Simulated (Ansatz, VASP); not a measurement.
**Cross-check of GaBSb2 (CuAu-ordered zincblende type (invented)) between VASP and Ansatz**

Aim: how closely do two programs agree when they are given the same cell, functional and k mesh? The cell is generated by rule, not measured, and may not be a known phase. The cell is taken from a series of runs on this material, whose earlier steps may have relaxed, scaled, displaced or heated it; both programs get it as it stands.

Calculated with Ansatz 0.2.0; plane waves, with VASP 6.6.1 beside it; PBE.

### Step 1. Set-up

Symmetry: P-4m2, No. 115, tetragonal system. Conventional cell: a = 4.017 Å, b = 4.017 Å, c = 5.861 Å, α = 90.00°, β = 90.00°, γ = 90.00°. B has 4 Sb at 2.37 Å nearest. Ga has 4 Sb at 2.61 Å nearest. Nearest to Sb lie 2 B at 2.37 Å and 2 Ga at 2.61 Å. Farther neighbours are not listed.

Structure file:

```cif
data_structure
_symmetry_space_group_name_H-M 'P-4m2'
_symmetry_Int_Tables_number 115
_cell_length_a 4.0165
_cell_length_b 4.0165
_cell_length_c 5.8606
_cell_angle_alpha 90.000
_cell_angle_beta 90.000
_cell_angle_gamma 90.000
_cell_volume 94.55
loop_
_atom_site_label
_atom_site_type_symbol
_atom_site_symmetry_multiplicity
_atom_site_Wyckoff_symbol
_atom_site_fract_x
_atom_site_fract_y
_atom_site_fract_z
_atom_site_occupancy
B1 B 1 a 0.00000 0.00000 0.00000 1
Ga1 Ga 1 c 0.50000 0.50000 0.50000 1
Sb1 Sb 2 g 0.00000 0.50000 0.21505 1
```

### Step 2. Ansatz: relaxation of cell and atoms, PBE

Ansatz runs on its default PAW (the set named soft_2) files.

The relaxed volume is the usual yardstick between codes: in a stiff, nearly cubic crystal its relative difference is about their pressure difference at one cell divided by the bulk modulus.

Contents of input.yaml:

```yaml
crystal:
  lattice:
    - [4.0165465799, 0.0, 0.0]
    - [0.0, 4.0165465799, 0.0]
    - [0.0, 0.0, 5.860634745]
  atoms:
    - { symbol: B, position: [0.0, 0.0, 0.0] }
    - { symbol: Ga, position: [0.5, 0.5, 0.5] }
    - { symbol: Sb, position: [0.0, 0.5, 0.2150540162] }
    - { symbol: Sb, position: [0.5, 0.0, 0.7849459838] }
kpoints:
  mp_grid: { grid: [10, 10, 8] }
hamiltonian:
  xc: pbe
scf:
  occupations: { method: gaussian, width: 0.1 }
output:
  forces: true
  stress: true
  eigenvalues: true
  write_density: true
  write_potential: true
  elf: true
  volumetric_format: npy
relax:
  adjacent_minimum: "off"
  f_tol: 0.005
  max_steps: 80
  cell: { stress_tol: 0.05 }
```

On the command line:

```console
$ ansatz run input.yaml --threads 2 --pin off --max-ram 5120MiB --backend cpu --events-out ev --progress --plain --runs-dir out
```

Numbers of over 12 decimals in the logs are rounded to 6 here.

Output:

```text
Engine: ansatz 0.2.0, x86_64-unknown-linux-gnu
Pseudopotentials: kind: paw
Pseudopotential: B, paw, valence charge 3, recommended cutoff 420 eV (normal), B.paw.azcp
Pseudopotential: Ga, paw, valence charge 13, recommended cutoff 420 eV (normal), Ga.paw.azcp
Pseudopotential: Sb, paw, valence charge 15, recommended cutoff 420 eV (normal), Sb.paw.azcp
Functional definition: PBE
  parameter kappa = 0.804
  parameter beta = 0.066725
  exchange = pbe_x(kappa = kappa, mu = beta*pi^2/3)
  correlation = pbe_c(beta = beta)
Crystal: 4 atoms, lattice volume = 94.548 Å³
Basis set: ecut = 420 eV, 1843 PW (Γ), exchange–correlation on 54×54×80 points (8 copies of the dense FFT grid, shifted against one another)
Bands: 28, of which v1, the nominal top of the filled ones, is band 23 counted from 1 (22 counted from 0)
Symmetry: 8 space group operations
Space group: P-4m2 (ITA 115), of the structure as read, at distance tolerance 4.6e-5 Å
k-points: 105 of 800 (time reversal used)
Non-local potential: B, projectors of the file, l = 0: 2, l = 1: 2, l = 2: 1
Non-local potential: Ga, projectors of the file, l = 0: 2, l = 1: 2, l = 2: 3, l = 3: 1
Non-local potential: Sb, projectors of the file, l = 0: 2, l = 1: 2, l = 2: 2, l = 3: 2
PAW form: soft (Blöchl's): semilocal exchange-correlation on the pseudo side does not see the compensation charge
PAW one-centre angular grid: B, 110 points (default); XC on 64 Gauss nodes
PAW one-centre angular grid: Ga, 590 points (default); XC on 64 Gauss nodes
PAW one-centre angular grid: Sb, 590 points (default); XC on 64 Gauss nodes
Initial density: superposition of atomic densities (neutral atoms: chi_scale 0, normalization atom), corrected by the library's trained network
Initial wavefunctions: pseudopotential atomic-orbital guess
Functional: x = pbe(κ = 0.804, μ = 0.219515), c = pbe(β = 0.066725)
SCF iter   1: F=—  HF=-16906.898162 eV  |F-HF|=—  |Δ(HF+E_count)|=         —  Δρ=3.51e-3  dr2=4.01e-2  ethr=1.77e-3  ⟨swp⟩=6.2  Hψ=13123  notcnv=0
preconditioner: auto → Kerker (q_TF=auto, 2.420 Å⁻¹)  [metal: Δε(μ)=0.052 eV  Ē_g=12.029 eV  σ=0.100 eV  W_gap=0.28  n_scr=20 (ndim 8)  ℏωp=19.5 eV  f_vac=0.035  D(μ)=0.13/eV (n_scr^D=0)]
SCF iter   2: F=—  HF=-16906.890605 eV  |F-HF|=—  |Δ(HF+E_count)|=   7.56e-3  Δρ=1.73e-3  dr2=1.24e-2  ethr=8.72e-5  ⟨swp⟩=1.1  Hψ=3794  notcnv=0
SCF iter   3: F=—  HF=-16906.888495 eV  |F-HF|=—  |Δ(HF+E_count)|=   2.11e-3  Δρ=9.31e-4  dr2=2.43e-3  ethr=2.70e-5  ⟨swp⟩=2.0  Hψ=4203  notcnv=0
SCF iter   4: F=—  HF=-16906.887895 eV  |F-HF|=—  |Δ(HF+E_count)|=   5.99e-4  Δρ=3.87e-4  dr2=4.85e-4  ethr=5.29e-6  ⟨swp⟩=2.0  Hψ=4215  notcnv=0
SCF iter   5: F=—  HF=-16906.887815 eV  |F-HF|=—  |Δ(HF+E_count)|=   8.01e-5  Δρ=2.18e-4  dr2=1.08e-4  ethr=1.06e-6  ⟨swp⟩=2.0  Hψ=4215  notcnv=0
SCF iter   6: F=—  HF=-16906.887820 eV  |F-HF|=—  |Δ(HF+E_count)|=   4.74e-6  Δρ=1.09e-4  dr2=2.11e-5  ethr=2.35e-7  ⟨swp⟩=2.0  Hψ=4218  notcnv=0
SCF iter   7: F=—  HF=-16906.887843 eV  |F-HF|=—  |Δ(HF+E_count)|=   2.28e-5  Δρ=2.90e-5  dr2=1.27e-6  ethr=4.58e-8  ⟨swp⟩=2.0  Hψ=4048  notcnv=0  defer=1
SCF iter   8: F=—  HF=-16906.887843 eV  |F-HF|=—  |Δ(HF+E_count)|=   6.28e-7  Δρ=1.10e-5  dr2=1.81e-7  ethr=2.75e-9  ⟨swp⟩=2.0  Hψ=4220  notcnv=0  defer=1
SCF iter   9: F=-16906.887843 eV  HF=-16906.887843 eV  |F-HF|=1.28e-8  |Δ(HF+E_count)|=   9.03e-8  Δρ=3.48e-6  dr2=1.39e-8  ethr=2.17e-10  ⟨swp⟩=13.3  Hψ=20605  notcnv=0
SCF 1 converged in 9 iterations: F = -16906.887843 eV  dr2 = 1.39e-8
  greatest PAW one-centre occupation: 0.995 electrons in one spin orbital (limit 2), on the Sb atom at site 3 (counted from 0), in its partial waves of l = 2
relax step   1: F+E_penalty+E_count = -16906.88784336 eV  Δ(F+E_penalty+E_count) = +0.000e0 eV  max|allowed force component| = 2.481e-2 eV/Å  Δτ_max = 0.0000 Å  P = +0.185 GPa  Ω = 94.548 Å³  (9 SCF iters, dr2 threshold 1.00e-7 eV, accepted)
[...]
relax step   2: F+E_penalty+E_count = -16906.88776547 eV  Δ(F+E_penalty+E_count) = +7.789e-5 eV  max|allowed force component| = 3.925e-2 eV/Å  Δτ_max = 0.0046 Å  P = -0.072 GPa  Ω = 94.936 Å³  energy of the carried Pulay correction = -1.333e-4 eV  (6 SCF iters, dr2 threshold 1.13e-7 eV, accepted)
[...]
relax step   3: F+E_penalty+E_count = -16906.88788778 eV  Δ(F+E_penalty+E_count) = -1.223e-4 eV  max|allowed force component| = 1.652e-2 eV/Å  Δτ_max = 0.0039 Å  P = -0.064 GPa  Ω = 94.916 Å³  energy of the carried Pulay correction = -1.266e-4 eV  (5 SCF iters, dr2 threshold 9.63e-8 eV, accepted)
[...]
relax step   4: F+E_penalty+E_count = -16906.88795310 eV  Δ(F+E_penalty+E_count) = -6.533e-5 eV  max|allowed force component| = 5.161e-4 eV/Å  Δτ_max = 0.0011 Å  P = -0.007 GPa  Ω = 94.834 Å³  energy of the carried Pulay correction = -9.826e-5 eV  (5 SCF iters, dr2 threshold 1.71e-8 eV, accepted)
[...]
relax step   5: F+E_penalty+E_count = -16906.88805432 eV  Δ(F+E_penalty+E_count) = -1.012e-4 eV  max|allowed force component| = 5.217e-4 eV/Å  Δτ_max = 0.0000 Å  P = -0.007 GPa  Ω = 94.834 Å³  stress off target by 1.16e-2 GPa  SCF on the basis re-selected at this cell (its energy is not comparable with the rows above)  (7 SCF iters)
basis re-selected at this cell: Δ(F+E_penalty+E_count) = -1.012e-4 eV, ΔP = -0.000 GPa vs the last step (what re-selecting the basis moved, of the pressure what is left beyond the Pulay correction that the steps carried, after the strain that the cell walked since its last selection, with what the two solves' SCF thresholds leave and, on support functions, any second-order correction that the steps lacked; it is no m [...]
SCF converged after 7 iterations
Free energy (F): -16906.888054 eV
Harris-Foulkes:  -16906.888054 eV  (|F-HF|=3.64e-12)
Internal energy: -16906.887421 eV  (E = F + TS)
E sigma→0 (E₀):  -16906.887738 eV
Entropy (-TS):   -0.000634 eV (-0.158 meV/atom)
Fermi energy:    8.957752 eV
--- Per-component energies (eV) ---
  E_band       = -415.746584
  E_kinetic    = 574.043274
  E_local      = -5554.723427  (includes V_loc(G=0)·N_el)
  E_nonlocal   = 1162.929359
  E_hartree    = 2547.815073
  E_xc         = -376.285244
  E_vxc        = -286.397093  (∫ρ·V_xc dr)
  E_paw        = -11220.504316  (= ΣΔE_a)
  E_vpaw       = -1407.228816  (= ΣTr[D̂ρ^β])
  E_aug_tail   = -0.000109  (compensation charges beyond the density's cutoff)
  E_ewald      = -4040.162032
  E_smearing   = -0.000634  (= −TS)
  E_closure    = -0.000000  (closes the sum)
  Σ components = -16906.888054   (vs F -16906.888054, Δ=0.00e0)
--- Forces (eV/Å), atoms counted from 1 ---
  atom   1  B      0.00000000    -0.00000000     0.00000000
  atom   2  Ga     0.00000000    -0.00000000     0.00000000
  atom   3  Sb    -0.00000000     0.00000000     0.00052169
  atom   4  Sb    -0.00000000    -0.00000000    -0.00052169
  max |Σ_I F_I| component: 1.60e-16 eV/Å
--- Stress (GPa, compression-positive) ---
       -0.004171       0.000000      -0.000000
        0.000000      -0.004171      -0.000000
        0.000000      -0.000000      -0.011583
  P = ⅓ Tr σ = -0.0066 GPa (-0.066 kbar)
--- Band table (eV; the first three rows and the last of 105) ---
  k-point 0: bands = [... 19 lower, 5.5153, 8.5426, 8.8453, 8.9801, 8.9801, 9.5883, 10.2321, 11.3108, ... 1 higher]
  k-point 1: bands = [... 19 lower, 5.5612, 7.7596, 8.7359, 8.7359, 9.2191, 9.6187, 10.6352, 11.5661, ... 1 higher]
  k-point 2: bands = [... 19 lower, 5.6866, 6.7074, 8.2579, 8.2579, 9.3409, 9.7532, 11.3320, 11.5372, ... 1 higher]
  k-point 104: bands = [... 19 lower, 4.5445, 4.8561, 5.0139, 5.0139, 12.4665, 12.4864, 12.4864, 12.5279, ... 1 higher]
--- Relaxed structure (4 steps of the walk, 4 accepted, 1 SCFs on fresh bases) ---
  F+E_penalty+E_count = -16906.88805432 eV   max|allowed force component| = 5.217e-4 eV/Å   (the final SCF, on the basis selected at the relaxed cell)
  cell:  # Å, volume = 94.8337 Å³
    - [4.020056, 0, 1.4994872695491485e-19]
    - [0, 4.020056, 0]
    - [2.1879360830974634e-19, 0, 5.868112]
  atoms:
    - { symbol: B, position: [0, 0, 0] }
    - { symbol: Ga, position: [0.5, 0.5, 0.5] }
    - { symbol: Sb, position: [0, 0.5, 0.215366] }
    - { symbol: Sb, position: [0.5, 0, 0.784634] }
```

Reading the cycles: dr2 is the Hartree energy of the density residual (eV), the measure of convergence; HF is the Harris–Foulkes estimate of the energy, which meets the free energy F at convergence.

### Step 3. VASP: relaxation of cell and atoms, PBE

The same cell, functional, mesh and smearing now go to VASP, with its own data sets.

Lines of VASP's logs that name or quote its potential files are left out, and so is its time.

Contents of INCAR:

```
SYSTEM = GaBSb2
PREC = Accurate
ENCUT = 500
EDIFF = 1E-07
NELM = 120
ISMEAR = 0
SIGMA = 0.1
LREAL = .FALSE.
ALGO = Normal
GGA = PE
NBANDS = 19
LORBIT = 11
LWAVE = .FALSE.
LCHARG = .FALSE.
ISIF = 3
IBRION = 2
NSW = 80
EDIFFG = -0.005
LASPH = .TRUE.
GGA_COMPAT = .FALSE.
NELMIN = 4
KPAR = 2
```

Contents of POSCAR:

```
GaBSb2
1.0
    4.0165470000      0.0000000000      0.0000000000
    0.0000000000      4.0165470000      0.0000000000
    0.0000000000      0.0000000000      5.8606350000
B Ga Sb
1 1 2
Direct
    0.0000000000      0.0000000000      0.0000000000
    0.5000000000      0.5000000000      0.5000000000
    0.0000000000      0.5000000000      0.2150540001
    0.5000000000      0.0000000000      0.7849459999
```

Contents of KPOINTS:

```
Automatic mesh
0
Gamma
10 10 8
0 0 0
```

PAW data sets: B, Ga_d and Sb (PBE family, release 64).

On the command line:

```console
$ mpirun -np 2 vasp_std
```

Output:

```text
[banner, memory and clock lines left out]
running    2 mpi-ranks, on    1 nodes
 distrk:  each k-point on    1 cores,    2 groups
 distr:  one band on    1 cores,    1 groups

 POSCAR found type information on POSCAR B GaSb
 POSCAR found :  3 types and       4 ions
 LDA part: xc-table for (Slater+PW92), standard interpolation
 POSCAR, INCAR and KPOINTS ok, starting setup
 FFT: planning ... GRIDC
 FFT: planning ... GRID_SOFT
 FFT: planning ... GRID
 WAVECAR not read
 entering main loop
       N       E                     dE             d eps       ncg     rms          rms(c)
DAV:   1     0.144302030109E+03    0.14430E+03   -0.11174E+04  4005   0.147E+03
DAV:   2    -0.359006416070E+01   -0.14789E+03   -0.14340E+03  4600   0.317E+02
DAV:   3    -0.170042859906E+02   -0.13414E+02   -0.13164E+02  4785   0.856E+01
DAV:   4    -0.173910091349E+02   -0.38672E+00   -0.38472E+00  5066   0.148E+01
DAV:   5    -0.173985450132E+02   -0.75359E-02   -0.75302E-02  5094   0.203E+00    0.575E+00
DAV:   6    -0.168764588472E+02    0.52209E+00   -0.16814E+00  4775   0.702E+00    0.318E+00
DAV:   7    -0.168550050919E+02    0.21454E-01   -0.26698E-01  4408   0.264E+00    0.150E+00
DAV:   8    -0.168486847206E+02    0.63204E-02   -0.39418E-02  5448   0.121E+00    0.230E-01
DAV:   9    -0.168496892289E+02   -0.10045E-02   -0.67434E-03  4702   0.466E-01    0.754E-02
DAV:  10    -0.168500432348E+02   -0.35401E-03   -0.88686E-04  5172   0.182E-01    0.360E-02
DAV:  11    -0.168501512970E+02   -0.10806E-03   -0.26694E-04  4755   0.812E-02    0.128E-02
DAV:  12    -0.168501520527E+02   -0.75574E-06   -0.32422E-05  4920   0.339E-02    0.434E-03
DAV:  13    -0.168501532525E+02   -0.11998E-05   -0.69186E-06  4699   0.146E-02    0.191E-03
DAV:  14    -0.168501536586E+02   -0.40614E-06   -0.39897E-07  4715   0.377E-03    0.612E-04
DAV:  15    -0.168501536341E+02    0.24547E-07   -0.45981E-08  2733   0.144E-03
   1 F= -.16850154E+02 E0= -.16849814E+02  d E =-.168502E+02
[...]
2 F= -.16850696E+02 E0= -.16850373E+02  d E =-.542111E-03
[...]
3 F= -.16850751E+02 E0= -.16850424E+02  d E =-.597579E-03
[...]
4 F= -.16850751E+02 E0= -.16850424E+02  d E =-.597326E-03
[...]
5 F= -.16850785E+02 E0= -.16850464E+02  d E =-.339041E-04
 trial-energy change:   -0.000034  1 .order   -0.000033   -0.000049   -0.000017
 step:   1.3254(harm=  1.4314)  dis= 0.00145  next Energy=   -16.850788 (dE=-0.372E-04)
 bond charge predicted
       N       E                     dE             d eps       ncg     rms          rms(c)
DAV:   1    -0.168507896484E+02   -0.47562E-05   -0.10853E-04  4351   0.811E-02    0.660E-03
DAV:   2    -0.168507894838E+02    0.16461E-06   -0.81632E-06  5385   0.294E-02    0.326E-03
DAV:   3    -0.168507894111E+02    0.72693E-07   -0.46846E-07  5047   0.572E-03    0.113E-03
DAV:   4    -0.168507894538E+02   -0.42682E-07   -0.47867E-08  2465   0.161E-03
   6 F= -.16850789E+02 E0= -.16850472E+02  d E =-.384940E-04
 curvature:  -0.67 expect dE=-0.240E-05 dE for cont linesearch -0.294E-06
 trial: gam=-0.04371 g(F)=  0.793E-06 g(S)=  0.280E-05 ort = 0.472E-05 (trialstep = 0.103E+01)
 search vector abs. value=  0.327E-05
 reached required accuracy - stopping structural energy minimisation
```

Parts of OUTCAR (step 3):

```text
ion  position               nearest neighbor table
   1  0.000  0.000  0.000-   3 2.37   4 2.37   3 2.37   4 2.37
   2  0.500  0.500  0.500-   3 2.61   4 2.61   4 2.61   3 2.61
   3  0.000  0.500  0.215-   1 2.37   1 2.37   2 2.61   2 2.61
   4  0.500  0.000  0.785-   1 2.37   1 2.37   2 2.61   2 2.61

  LATTYP: Found a simple tetragonal cell.
 ALAT       =     4.0165470000
 C/A-ratio  =     1.4591227241

 Subroutine GETGRP returns: Found  8 space group operations
 (whereof  8 operations were pure point group operations)

The static configuration has the point symmetry D_2d.

 Found    105 irreducible k-points:

   k-points           NKPTS =    105   k-points in BZ     NKDIM =    105   number of bands    NBANDS=     19

   dimension x,y,z NGX =    30 NGY =   30 NGZ =   48
   dimension x,y,z NGXF=    60 NGYF=   60 NGZF=   96

   ENCUT  =  500.0 eV  36.75 Ry    6.06 a.u.   7.32  7.32 10.69*2*pi/ulx,y,z

   NELECT =      26.0000    total number of electrons

 k-points in reciprocal lattice and weights: Automatic mesh
   0.00000000  0.00000000  0.00000000       0.001
   0.10000000  0.00000000  0.00000000       0.005
   0.20000000  0.00000000  0.00000000       0.005
   0.30000000  0.00000000  0.00000000       0.005
   0.40000000  0.00000000  0.00000000       0.005
   0.50000000  0.00000000  0.00000000       0.003
   0.10000000  0.10000000  0.00000000       0.005
   0.20000000  0.10000000  0.00000000       0.010
   0.30000000  0.10000000  0.00000000       0.010
[...]
0.50000000  0.40000000  0.50000000       0.005
   0.50000000  0.50000000  0.50000000       0.001

 average (electrostatic) potential at core
       1 -27.9565       2 -64.6937       3 -86.9932       4 -86.9932

 E-fermi :   6.0885

 k-point     1 :       0.0000    0.0000    0.0000
  band No.  band energies     occupation
    ...
     10       2.6535      2.00000
     11       5.6782      2.00000
     12       5.9700      1.90623
     13       6.1117      0.74313
     14       6.1117      0.74313
     15       6.7203      0.00000
     16       7.3582      0.00000
     17       8.4363      0.00000
     18       8.4363      0.00000
     19       8.7726      0.00000

 k-point     2 :       0.1000    0.0000    0.0000
  band No.  band energies     occupation
    ...
      9       2.2399      2.00000
     10       2.7192      2.00000
     11       4.9770      2.00000
     12       5.4086      2.00000
     13       6.0604      1.30942
     14       6.3472      0.00025
     15       7.1534      0.00000
     16       7.8870      0.00000
     17       8.4768      0.00000
     18       8.5242      0.00000
    ...

 k-point     3 :       0.2000    0.0000    0.0000
  band No.  band energies     occupation
    ...
      9       1.5665      2.00000
     10       2.9083      2.00000
     11       3.5842      2.00000
     12       4.6328      2.00000
     13       5.9002      1.99226
     14       6.5764      0.00000
     15       8.1715      0.00000
     16       8.5094      0.00000
     17       8.7186      0.00000
     18       8.7864      0.00000
    ...

  Total        0.0101573      0.0101573      0.0050421      0.0000000      0.0000000      0.0000000
  in kB        0.1712503      0.1712503      0.0850095      0.0000000      0.0000000      0.0000000
  external PRESSURE =       0.1425034 kB  Pullay stress =       0.0000000 kB

  energy-cutoff  :      500.00
  volume of cell :       95.03
      direct lattice vectors                 reciprocal lattice vectors
     4.023239588  0.000000000 -0.000000000     0.248555916  0.000000000  0.000000000
     0.000000000  4.023239588  0.000000000     0.000000000  0.248555916  0.000000000
    -0.000000000  0.000000000  5.870906545     0.000000000  0.000000000  0.170331446

 POSITION                                       TOTAL-FORCE (eV/Angst)
 -----------------------------------------------------------------------------------
      0.00000      0.00000     -0.00000        -0.000000     -0.000000      0.000000
      2.01162      2.01162      2.93545         0.000000      0.000000      0.000000
     -0.00000      2.01162      1.26556        -0.000000     -0.000000      0.002866
      2.01162      0.00000      4.60534         0.000000     -0.000000     -0.002866
 -----------------------------------------------------------------------------------
    total drift:                                0.000000      0.000000      0.000000

  FREE ENERGIE OF THE ION-ELECTRON SYSTEM (eV)
  ---------------------------------------------------
  free  energy   TOTEN  =       -16.8507894538 eV

  energy  without entropy=      -16.8501540577  energy(sigma->0) =      -16.85047176

 reached required accuracy - stopping structural energy minimisation

 total charge
# of ion       s       p       d       tot
------------------------------------------
    1        0.661   0.949   0.000   1.610
    2        0.911   0.834   9.963  11.707
    3        1.114   1.323   0.043   2.480
    4        1.114   1.323   0.043   2.480
--------------------------------------------------
tot          3.799   4.430  10.049  18.277

[... 3 further parts left out ...]
```

### Step 4. Side by side

Known differences besides the potentials themselves: the data sets hold 46 valence electrons in Ansatz (on its default PAW (the set named soft_2) files) and 26 in VASP; the cutoff is 420 eV in Ansatz and 500 eV in VASP; Ansatz adds a Pulay correction to the stress that steers its cell, VASP none. Total energies have different zeros and are not compared.

The two programs side by side:

```
                                         quantity  Ansatz   VASP  difference
                                      volume (Å³)   94.83  95.03     -0.21 %
edge a after relaxation, in the typed setting (Å)   4.020  4.023     -0.08 %
edge c after relaxation, in the typed setting (Å)   5.868  5.871     -0.05 %
```

### Step 5. Results

| Property | Result |
| --- | --- |
| difference in volume (relaxation of cell and atoms, PBE) | -0.21 % |

What this shows: The difference in volume is -0.21 % (relaxation of cell and atoms, PBE), within the 1.2 % picked in this series as the mark of a large difference, as far as the stopping tolerances let one tell. The data sets hold unlike numbers of valence electrons (46 in Ansatz and 26 in VASP), so part of the differences may come from the potentials. 1 further pair of this series is not shown here. Such differences can come from data sets, numerical settings and the points named under the comparisons, not from the functional's error against experiment.

[Lines on the potential files, build, host, timing and source positions are cut from VASP's logs without a mark.]

[Logs are printed without paths, hosts, clocks, repeated set-up lines and the standing remarks that a program may print on its own settings, such as how far it seeks lower states.]

[Hosts, paths, dates, database ids (printed as entryN), source tags and the programs' standing remarks are cut or masked in the printed files.]
